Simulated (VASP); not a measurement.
A VASP calculation is set up with these files.

### POSCAR
```
InAs
1
    0.0000000000     3.1285464572     3.1285464572
    3.1285464572     0.0000000000     3.1285464572
    3.1285464572     3.1285464572     0.0000000000
In As
1 1
Direct
  0.0000000000   0.0000000000   0.0000000000
  0.2500000000   0.2500000000   0.2500000000
```

INCAR:
```
SYSTEM=InAs
PREC=Accurate; ENCUT=520; LREAL=.FALSE.
LASPH=.TRUE.
EDIFF=1E-6; NELM=100; ALGO=Normal
LMAXMIX=4
ISMEAR=1; SIGMA=0.1
GGA=RP
IBRION=2; NSW=60; ISIF=3
EDIFFG=-0.01
LWAVE=.FALSE.; LCHARG=.FALSE.
```

File KPOINTS:
```
Automatic mesh
0
Gamma
9 9 9
0 0 0
```

POTCAR, in this order: In_d As (PBE.64 set). Program: vasp_std.

Write an equivalent input for Quantum ESPRESSO's pw.x.

One equivalent input (not run):
```
&CONTROL
  calculation = 'vc-relax'
  pseudo_dir = './pseudo'
  outdir = './out'
  tprnfor = .true.
  tstress = .true.
  nstep = 60
  forc_conv_thr = 0.00039
/
&SYSTEM
  ibrav = 0
  nat = 2
  ntyp = 2
  ecutwfc = 84
  occupations = 'smearing'
  smearing = 'methfessel-paxton'
  degauss = 0.00735
  input_dft = 'rpbe'
/
&ELECTRONS
  conv_thr = 7.3e-08
  electron_maxstep = 100
/
&IONS
/
&CELL
/
ATOMIC_SPECIES
  In 114.818 In.upf
  As 74.922 As.upf
CELL_PARAMETERS angstrom
     0.0000000    3.1285465    3.1285465
     3.1285465    0.0000000    3.1285465
     3.1285465    3.1285465    0.0000000
ATOMIC_POSITIONS crystal
  In   0.0000000  0.0000000  0.0000000
  As   0.2500000  0.2500000  0.2500000
K_POINTS automatic
  9 9 9 0 0 0
```
What does not carry over: the potentials are each code's own (VASP's PAW set, PseudoDojo norm-conserving files in pw.x), so ENCUT and ecutwfc are chosen apart and not converted; conv_thr bounds pw.x's estimated SCF error, while EDIFF bounds the energy change between steps; forc_conv_thr acts on force components and is met together with etot_conv_thr.

The compound is InAs in the zinc blende structure. It was relaxed first, which changed the volume by +10 %. The start is the result of an earlier pass.
